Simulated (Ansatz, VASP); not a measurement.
# InAsH4 (InAs wire along [110], 2 atoms a period, H-terminated): VASP beside Ansatz

Wanted: the spread between two codes on one cell, functional and k mesh. Of the first pair: The structure shown is the start of the Ansatz relaxation below; VASP solves that cell, so the two are compared at the walk's first step.

Main program and level: Ansatz 0.2.0; plane waves, with VASP 6.6.1 beside it; single point at PBE.

## Step 1: Set-up

The cell holds 6 atoms: 4 H, 1 In and 1 As. Its edges and angles: a = 10.270 Å, b = 9.707 Å, c = 4.377 Å, α = 90.0°, β = 90.0°, γ = 90.0°. Vacuum lies along a and b. The structure's axis is c.

## Step 2: Ansatz: relaxation, PBE

Ansatz runs on its default PAW (the set named soft_2) files.

The two programs are compared at the cell with which this relaxation starts, whose forces are those of its first step.

input.yaml

```yaml
crystal:
  lattice:
    - [10.27, 0.0, 0.0]
    - [0.0, 9.707, 0.0]
    - [0.0, 0.0, 4.3769909755]
  atoms:
    - { symbol: H, position: [0.331061344, 0.649709264, 0.0] }
    - { symbol: In, position: [0.431127895, 0.499985981, 0.0] }
    - { symbol: As, position: [0.581809492, 0.499985981, 0.5] }
    - { symbol: H, position: [0.668946095, 0.369608964, 0.5] }
    - { symbol: H, position: [0.668946095, 0.630362997, 0.5] }
    - { symbol: H, position: [0.331061344, 0.350262697, 0.0] }
kpoints:
  mp_grid: { grid: [1, 1, 19] }
scf:
  occupations: { method: fermi_dirac, width: 0.05 }
hamiltonian:
  xc: pbe
relax:
  cell: { fix: [a, b, alpha, beta, gamma] }
  max_steps: 60
```

Launch:

```console
$ ansatz run input.yaml --threads 4 --pin off --max-ram 16384MiB --backend cpu --events-out ev --progress --plain --runs-dir out
```

Numbers of over 12 decimals in the logs are rounded to 6 here.

The program printed:

```text
Engine: ansatz 0.2.0, aarch64-unknown-linux-gnu
Pseudopotentials: kind: paw
Pseudopotential: H, paw, valence charge 1, recommended cutoff 420 eV (normal), H.paw.azcp
Pseudopotential: In, paw, valence charge 13, recommended cutoff 420 eV (normal), In.paw.azcp
Pseudopotential: As, paw, valence charge 15, recommended cutoff 420 eV (normal), As.paw.azcp
Functional definition: PBE
  parameter kappa = 0.804
  parameter beta = 0.066725
  exchange = pbe_x(kappa = kappa, mu = beta*pi^2/3)
  correlation = pbe_c(beta = beta)
Crystal: 6 atoms, lattice volume = 436.346 Å³
Basis set: ecut = 420 eV, 8549 PW (Γ), exchange–correlation on 144×144×60 points (8 copies of the dense FFT grid, shifted against one another)
Bands: 22, of which v1, the nominal top of the filled ones, is band 16 counted from 1 (15 counted from 0)
Symmetry: 4 space group operations
Space group: Pmm2 (ITA 25), of the structure as read, at distance tolerance 7.6e-5 Å
k-points: 10 of 19
Non-local potential: H, projectors of the file, l = 0: 2, l = 1: 1
Non-local potential: In, projectors of the file, l = 0: 2, l = 1: 2, l = 2: 2, l = 3: 2
Non-local potential: As, projectors of the file, l = 0: 2, l = 1: 2, l = 2: 3, l = 3: 1
PAW form: soft (Blöchl's): semilocal exchange-correlation on the pseudo side does not see the compensation charge
PAW one-centre angular grid: H, 110 points (default); XC on 64 Gauss nodes
PAW one-centre angular grid: In, 590 points (default); XC on 64 Gauss nodes
PAW one-centre angular grid: As, 590 points (default); XC on 64 Gauss nodes
Initial density: superposition of atomic densities (neutral atoms: chi_scale 0, normalization atom), corrected by the library's trained network
Initial wavefunctions: pseudopotential atomic-orbital guess
Functional: x = pbe(κ = 0.804, μ = 0.219515), c = pbe(β = 0.066725)
SCF iter   1: F=—  HF=-10516.187507 eV  |F-HF|=—  |Δ(HF+E_count)|=         —  Δρ=2.20e-3  dr2=7.73e-2  ethr=1.77e-3  ⟨swp⟩=7.1  Hψ=1286  notcnv=0
preconditioner: auto → Resta (q_TF=auto, 1.765 Å⁻¹)  ε∞=1.4  [insulator: Δε(μ)=3.163 eV  Ē_g=13.120 eV  σ=0.050 eV  W_gap=1.00  n_scr=38 (ndim 8)  ℏωp=8.3 eV  f_vac=0.712  D(μ)=0.00/eV (n_scr^D=0)  ε∞_Penn≈1.4  vacuum switching on, ρ_ref=1.2e-2 e/Å³]
SCF iter   2: F=—  HF=-10516.167517 eV  |F-HF|=—  |Δ(HF+E_count)|=   2.00e-2  Δρ=7.58e-4  dr2=4.68e-3  ethr=2.42e-4  ⟨swp⟩=3.0  Hψ=426  notcnv=0  defer=12
SCF iter   3: F=—  HF=-10516.168030 eV  |F-HF|=—  |Δ(HF+E_count)|=   5.13e-4  Δρ=3.48e-4  dr2=8.54e-4  ethr=1.46e-5  ⟨swp⟩=3.0  Hψ=402  notcnv=0  defer=12
SCF iter   4: F=—  HF=-10516.168772 eV  |F-HF|=—  |Δ(HF+E_count)|=   7.42e-4  Δρ=8.74e-5  dr2=6.59e-5  ethr=2.67e-6  ⟨swp⟩=2.1  Hψ=278  notcnv=0  defer=12
SCF iter   5: F=—  HF=-10516.168890 eV  |F-HF|=—  |Δ(HF+E_count)|=   1.18e-4  Δρ=2.15e-5  dr2=2.39e-6  ethr=2.06e-7  ⟨swp⟩=2.0  Hψ=413  notcnv=0  defer=12
SCF iter   6: F=—  HF=-10516.168893 eV  |F-HF|=—  |Δ(HF+E_count)|=   2.25e-6  Δρ=5.78e-6  dr2=1.19e-7  ethr=7.46e-9  ⟨swp⟩=3.0  Hψ=320  notcnv=0  defer=12
SCF iter   7: F=-10516.168893 eV  HF=-10516.168893 eV  |F-HF|=4.77e-9  |Δ(HF+E_count)|=   1.46e-7  Δρ=1.38e-6  dr2=9.21e-9  ethr=3.13e-10  ⟨swp⟩=4.2  Hψ=692  notcnv=0
SCF 1 converged in 7 iterations: F = -10516.168893 eV  dr2 = 9.21e-9
  greatest PAW one-centre occupation: 0.999 electrons in one spin orbital (limit 2), on the As atom at site 2 (counted from 0), in its partial waves of l = 2
relax step   1: F+E_penalty+E_count = -10516.16889284 eV  Δ(F+E_penalty+E_count) = +0.000e0 eV  max|allowed force component| = 9.286e-1 eV/Å  Δτ_max = 0.0000 Å  P = -0.336 GPa  Ω = 436.346 Å³  fix = [a, b, alpha, beta, gamma]  reactions: a -0.354, b -0.829 GPa  (7 SCF iters, dr2 threshold 1.00e-7 eV, accepted)
[...]
relax step   5: F+E_penalty+E_count = -10516.38680610 eV  Δ(F+E_penalty+E_count) = -1.737e-3 eV  max|allowed force component| = 2.947e-2 eV/Å  Δτ_max = 0.0175 Å  P = +0.003 GPa  Ω = 448.859 Å³  energy of the carried Pulay correction = -1.604e-3 eV  fix = [a, b, alpha, beta, gamma]  reactions: a -0.012, b -0.026 GPa  (5 SCF iters, dr2 threshold 6.00e-7 eV, accepted)
[...]
relax step   6: F+E_penalty+E_count = -10516.38706915 eV  Δ(F+E_penalty+E_count) = -2.631e-4 eV  max|allowed force component| = 1.277e-2 eV/Å  Δτ_max = 0.0066 Å  P = -0.002 GPa  Ω = 451.299 Å³  energy of the carried Pulay correction = -1.911e-3 eV  fix = [a, b, alpha, beta, gamma]  reactions: a -0.009, b -0.006 GPa  (5 SCF iters, dr2 threshold 5.43e-8 eV, accepted)
[...]
relax step   7: F+E_penalty+E_count = -10516.38705218 eV  Δ(F+E_penalty+E_count) = +1.697e-5 eV  max|allowed force component| = 1.987e-4 eV/Å  Δτ_max = 0.0013 Å  P = +0.001 GPa  Ω = 451.672 Å³  energy of the carried Pulay correction = -1.958e-3 eV  fix = [a, b, alpha, beta, gamma]  reactions: a -0.008, b +0.009 GPa  (4 SCF iters, dr2 threshold 1.02e-8 eV, accepted)
[...]
relax step   8: F+E_penalty+E_count = -10516.38955385 eV  Δ(F+E_penalty+E_count) = -2.502e-3 eV  max|allowed force component| = 1.063e-3 eV/Å  Δτ_max = 0.0000 Å  P = +0.005 GPa  Ω = 451.672 Å³  fix = [a, b, alpha, beta, gamma]  reactions: a -0.007, b +0.009 GPa  stress off target by 1.08e-2 GPa on what of the cell is left free  SCF on the basis re-selected at this cell (its energy is not comparable with the rows above)  (6 SCF iters)
basis re-selected at this cell: Δ(F+E_penalty+E_count) = -2.502e-3 eV, ΔP = +0.004 GPa vs the last step (what re-selecting the basis moved, of the pressure what is left beyond the Pulay correction that the steps carried, after the strain that the cell walked since its last selection, with what the two solves' SCF thresholds leave and, on support functions, any second-order correction that the steps lacked; it is no measure of the basis error at this ecutwfc). The dense FFT grid was sized anew with the basis: this SCF ran on 72×72×32 points, the steps before it on 72×72×30, so part of this shift can come from that change (see relax.cell in the input reference). [rest of the remark cut]
SCF converged after 6 iterations
Free energy (F): -10516.389554 eV
Harris-Foulkes:  -10516.389554 eV  (|F-HF|=4.10e-9)
Internal energy: -10516.389554 eV  (E = F + TS)
E sigma→0 (E₀):  -10516.389554 eV
Fermi energy:    -2.625224 eV
--- Per-component energies (eV) ---
  E_band       = -648.772149
  E_kinetic    = 396.689414
  E_local      = -8171.008521  (includes V_loc(G=0)·N_el)
  E_nonlocal   = -297.136501
  E_hartree    = 3859.865806
  E_xc         = -327.752256
  E_vxc        = -221.261129  (∫ρ·V_xc dr)
  E_paw        = -5993.278566  (= ΣΔE_a)
  E_vpaw       = -75.782368  (= ΣTr[D̂ρ^β])
  E_aug_tail   = -0.004566  (compensation charges beyond the density's cutoff)
  E_ewald      = 16.235635
  E_smearing   = -0.000000  (= −TS)
  E_closure    = -0.000000  (closes the sum)
  Σ components = -10516.389554   (vs F -10516.389554, Δ=0.00e0)
--- Forces (eV/Å), atoms counted from 1 ---
  atom   1  H      0.00026949    -0.00046329     0.00000000
  atom   2  In    -0.00038091     0.00000000     0.00000000
  atom   3  As     0.00106290     0.00000000     0.00000000
  atom   4  H     -0.00060999     0.00065822     0.00000000
  atom   5  H     -0.00060999    -0.00065822     0.00000000
  atom   6  H      0.00026949     0.00046329     0.00000000
  max |Σ_I F_I| component: 9.86e-7 eV/Å
--- Stress (GPa, compression-positive) ---
       -0.006597       0.000000       0.000000
        0.000000       0.009287       0.000000
        0.000000       0.000000       0.010826
  P = ⅓ Tr σ = 0.0045 GPa (0.045 kbar)
--- Relaxed structure (7 steps of the walk, 7 accepted, 1 SCFs on fresh bases) ---
  F+E_penalty+E_count = -10516.38955385 eV   max|allowed force component| = 1.063e-3 eV/Å   (the final SCF, on the basis selected at the relaxed cell)
  cell:  # Å, volume = 451.6716 Å³
    - [10.27, 0.0, 0.0]
    - [0.0, 9.707, 0.0]
    - [0.0, 0.0, 4.530720]
  atoms:
    - { symbol: H, position: [0.347769, 0.660773, 0.0] }
    - { symbol: In, position: [0.420752, 0.499986, 0.0] }
    - { symbol: As, position: [0.566916, 0.499986, 0.5] }
    - { symbol: H, position: [0.664874, 0.382971, 0.5] }
    - { symbol: H, position: [0.664874, 0.617001, 0.5] }
    - { symbol: H, position: [0.347769, 0.339199, 0.0] }
```

## Step 3: VASP: single point, PBE, start cell, pair 1

The same cell, functional, mesh and smearing now go to VASP, with its own data sets.

Lines of VASP's logs that name or quote its potential files are left out, and so is its time.

INCAR

```
SYSTEM = InAsH4
PREC = Accurate
ENCUT = 400
EDIFF = 1E-06
NELM = 120
ISMEAR = -1
SIGMA = 0.05
LREAL = .FALSE.
ALGO = Normal
GGA = PE
NBANDS = 17
LORBIT = 11
LWAVE = .FALSE.
LCHARG = .FALSE.
ISIF = 2
LASPH = .TRUE.
GGA_COMPAT = .FALSE.
EFERMI = MIDGAP
KPAR = 2
```

POSCAR

```
InAsH4
1.0
   10.2700000000      0.0000000000      0.0000000000
    0.0000000000      9.7070000000      0.0000000000
    0.0000000000      0.0000000000      4.3769910000
H In As
4 1 1
Direct
    0.3310613437      0.6497092820      0.0000000000
    0.6689460565      0.3696089420      0.5000000000
    0.6689460565      0.6303630370      0.5000000000
    0.3310613437      0.3502626970      0.0000000000
    0.4311278481      0.4999859895      0.0000000000
    0.5818094450      0.4999859895      0.5000000000
```

KPOINTS

```
Automatic mesh
0
Gamma
1 1 19
0 0 0
```

The projector-augmented-wave data sets are H, In_d and As (PBE family, release 64).

Launch:

```console
$ mpirun -np 2 vasp_std
```

The program printed:

```text
[banner, memory and clock lines left out]
running    2 mpi-ranks, on    1 nodes
 distrk:  each k-point on    1 cores,    2 groups
 distr:  one band on    1 cores,    1 groups

 POSCAR found type information on POSCAR H InAs
 POSCAR found :  3 types and       6 ions
 LDA part: xc-table for (Slater+PW92), standard interpolation
 POSCAR, INCAR and KPOINTS ok, starting setup
 FFT: planning ... GRIDC
 FFT: planning ... GRID_SOFT
 FFT: planning ... GRID
 WAVECAR not read
 entering main loop
       N       E                     dE             d eps       ncg     rms          rms(c)
DAV:   1     0.110249513965E+03    0.11025E+03   -0.68772E+03   396   0.726E+02
DAV:   2    -0.874622274192E+01   -0.11900E+03   -0.11731E+03   375   0.213E+02
DAV:   3    -0.203968228273E+02   -0.11651E+02   -0.11630E+02   479   0.772E+01
DAV:   4    -0.206386590453E+02   -0.24184E+00   -0.24176E+00   430   0.156E+01
DAV:   5    -0.206453713451E+02   -0.67123E-02   -0.67120E-02   592   0.168E+00    0.734E+00
DAV:   6    -0.197597010044E+02    0.88567E+00   -0.83518E-01   437   0.981E+00    0.396E+00
DAV:   7    -0.194557091525E+02    0.30399E+00   -0.13302E+00   438   0.645E+00    0.945E-01
DAV:   8    -0.194460161850E+02    0.96930E-02   -0.12742E-01   463   0.300E+00    0.638E-01
DAV:   9    -0.194395440201E+02    0.64722E-02   -0.89075E-03   456   0.643E-01    0.401E-01
DAV:  10    -0.194364163235E+02    0.31277E-02   -0.50987E-03   440   0.405E-01    0.847E-02
DAV:  11    -0.194369048718E+02   -0.48855E-03   -0.13508E-03   384   0.238E-01    0.874E-02
DAV:  12    -0.194410448906E+02   -0.41400E-02   -0.22447E-03   417   0.242E-01    0.113E-01
DAV:  13    -0.194413669006E+02   -0.32201E-03   -0.29027E-04   448   0.960E-02    0.356E-02
DAV:  14    -0.194423421633E+02   -0.97526E-03   -0.16699E-04   439   0.576E-02    0.385E-02
DAV:  15    -0.194426272746E+02   -0.28511E-03   -0.45768E-05   464   0.365E-02    0.192E-02
DAV:  16    -0.194429262639E+02   -0.29899E-03   -0.48134E-05   410   0.281E-02    0.789E-03
DAV:  17    -0.194430094343E+02   -0.83170E-04   -0.83014E-06   478   0.116E-02    0.777E-03
DAV:  18    -0.194430719512E+02   -0.62517E-04   -0.12814E-05   386   0.140E-02    0.379E-03
DAV:  19    -0.194430774167E+02   -0.54656E-05   -0.94925E-07   376   0.575E-03    0.938E-04
DAV:  20    -0.194430803238E+02   -0.29071E-05   -0.30935E-07   310   0.281E-03    0.361E-04
DAV:  21    -0.194430808523E+02   -0.52853E-06   -0.38225E-08   367   0.182E-03
   1 F= -.19443081E+02 E0= -.19443081E+02  d E =-.389340E-14
```

OUTCAR, selected parts (step 3):

```text
ion  position               nearest neighbor table
   1  0.331  0.650  0.000-   5 1.78
   2  0.669  0.370  0.500-   6 1.55
   3  0.669  0.630  0.500-   6 1.55
   4  0.331  0.350  0.000-   5 1.78
   5  0.431  0.500  0.000-   4 1.78   1 1.78   6 2.68   6 2.68
   6  0.582  0.500  0.500-   2 1.55   3 1.55   5 2.68   5 2.68

  LATTYP: Found a simple orthorhombic cell.
 ALAT       =     4.3769910000
 B/A-ratio  =     2.2177335983
 C/A-ratio  =     2.3463607762

 Subroutine GETGRP returns: Found  4 space group operations
 (whereof  2 operations were pure point group operations)

The static configuration has the point symmetry C_1h.
 The point group associated with its full space group is C_2v.

 Found     10 irreducible k-points:

   k-points           NKPTS =     10   k-points in BZ     NKDIM =     10   number of bands    NBANDS=     17

   dimension x,y,z NGX =    70 NGY =   64 NGZ =   30
   dimension x,y,z NGXF=   140 NGYF=  128 NGZF=   60

   ENCUT  =  400.0 eV  29.40 Ry    5.42 a.u.  16.75 15.83  7.14*2*pi/ulx,y,z

   NELECT =      22.0000    total number of electrons

 k-points in reciprocal lattice and weights: Automatic mesh
   0.00000000  0.00000000  0.00000000       0.053
   0.00000000  0.00000000  0.05263158       0.105
   0.00000000  0.00000000  0.10526316       0.105
   0.00000000  0.00000000  0.15789474       0.105
   0.00000000  0.00000000  0.21052632       0.105
   0.00000000  0.00000000  0.26315789       0.105
   0.00000000  0.00000000  0.31578947       0.105
   0.00000000  0.00000000  0.36842105       0.105
   0.00000000  0.00000000  0.42105263       0.105
   0.00000000  0.00000000  0.47368421       0.105

 average (electrostatic) potential at core
       1 -38.5872       2 -41.2968       3 -41.2968       4 -38.5872       5-104.0130
       6 -58.2728

 E-fermi :  -3.0981

 k-point     1 :       0.0000    0.0000    0.0000
  band No.  band energies     occupation
    ...
      7      -9.1545      2.00000
      8      -8.9213      2.00000
      9      -5.9241      2.00000
     10      -5.2817      2.00000
     11      -4.7168      2.00000
     12      -1.4794      0.00000
     13      -0.3052      0.00000
     14       0.1972      0.00000
     15       0.8073      0.00000
     16       0.9488      0.00000
    ...

 k-point     2 :       0.0000    0.0000    0.0526
  band No.  band energies     occupation
    ...
      7      -9.1511      2.00000
      8      -8.9175      2.00000
      9      -5.9453      2.00000
     10      -5.2778      2.00000
     11      -4.8012      2.00000
     12      -1.3539      0.00000
     13      -0.2914      0.00000
     14       0.2066      0.00000
     15       0.8209      0.00000
     16       0.9437      0.00000
    ...

 k-point     3 :       0.0000    0.0000    0.1053
  band No.  band energies     occupation
    ...
      7      -9.1417      2.00000
      8      -8.9065      2.00000
      9      -6.0164      2.00000
     10      -5.2663      2.00000
     11      -5.0007      2.00000
     12      -1.0449      0.00000
     13      -0.2412      0.00000
     14       0.2337      0.00000
     15       0.8431      0.00000
     16       0.9458      0.00000
    ...

  Total       -1.1034381     -2.3205236      0.2550351      0.0000000      0.0000000      0.0000000
  in kB       -4.0516082     -8.5205071      0.9364387      0.0000000      0.0000000      0.0000000
  external PRESSURE =      -3.8785588 kB  Pullay stress =       0.0000000 kB

  energy-cutoff  :      400.00
  volume of cell :      436.35
      direct lattice vectors                 reciprocal lattice vectors
    10.270000000  0.000000000  0.000000000     0.097370983  0.000000000  0.000000000
     0.000000000  9.707000000  0.000000000     0.000000000  0.103018440  0.000000000
     0.000000000  0.000000000  4.376991000     0.000000000  0.000000000  0.228467456

 POSITION                                       TOTAL-FORCE (eV/Angst)
 -----------------------------------------------------------------------------------
      3.40000      6.30673      0.00000         0.477383     -0.129400      0.000000
      6.87008      3.58779      2.18850         0.095983      0.698605      0.000000
      6.87008      6.11893      2.18850         0.095983     -0.698605      0.000000
      3.40000      3.40000      0.00000         0.477383      0.129400      0.000000
      4.42768      4.85336      0.00000        -0.942770     -0.000000      0.000000
      5.97518      4.85336      2.18850        -0.203963     -0.000000      0.000000
 -----------------------------------------------------------------------------------
    total drift:                                0.000523     -0.000001      0.000001

  FREE ENERGIE OF THE ION-ELECTRON SYSTEM (eV)
  ---------------------------------------------------
  free  energy   TOTEN  =       -19.4430808523 eV

  energy  without entropy=      -19.4430808523  energy(sigma->0) =      -19.44308085

 total charge
# of ion       s       p       d       tot
------------------------------------------
    1        0.503   0.006   0.000   0.509
    2        0.519   0.015   0.000   0.534
    3        0.519   0.015   0.000   0.534
    4        0.503   0.006   0.000   0.509
    5        0.832   0.804   9.875  11.511
    6        1.187   1.610   0.047   2.844
--------------------------------------------------
tot          4.063   2.457   9.922  16.441

[... 3 further parts left out ...]
```

## Step 4: Comparison

Known differences besides the potentials themselves: the data sets hold 32 valence electrons in Ansatz (on its default PAW (the set named soft_2) files) and 22 in VASP; the cutoff is 420 eV in Ansatz and 400 eV in VASP. Total energies have different zeros and are not compared.

Forces (eV/Å; atoms numbered as in POSCAR):

```csv
atom,"Ansatz x, y, z","VASP x, y, z"
H1,"0.474, -0.133, 0.000","0.477, -0.129, 0.000"
H2,"0.051, 0.758, 0.000","0.096, 0.699, 0.000"
H3,"0.051, -0.758, 0.000","0.096, -0.699, 0.000"
H4,"0.474, 0.133, 0.000","0.477, 0.129, 0.000"
In5,"-0.929, 0.000, 0.000","-0.943, 0.000, 0.000"
As6,"-0.121, 0.000, 0.000","-0.204, 0.000, 0.000"
```

The forces differ by 32 meV/Å r.m.s., which is 8.7 % of the r.m.s. force of 0.366 eV/Å (both taken over all components).

## Step 5: Further runs

Further runs change the set-up of one program: Ansatz's method, potentials or start, or VASP's data sets, cutoff or form of LDA. The table gives that difference for each run.

```csv
run,r.m.s. force difference (meV/Å)
as above,32
"VASP with the data sets H, In_d and As_d and a cutoff of 520 eV",16
```

[end of part 1 of 2]

[Lines on the potential files, build, host, timing and source positions are cut from VASP's logs without a mark.]

[Logs are printed without paths, hosts, clocks, repeated set-up lines and the standing remarks that a program may print on its own settings, such as how far it seeks lower states.]

[Hosts, paths, dates, database ids (printed as entryN), source tags and the programs' standing remarks are cut or masked in the printed files.]
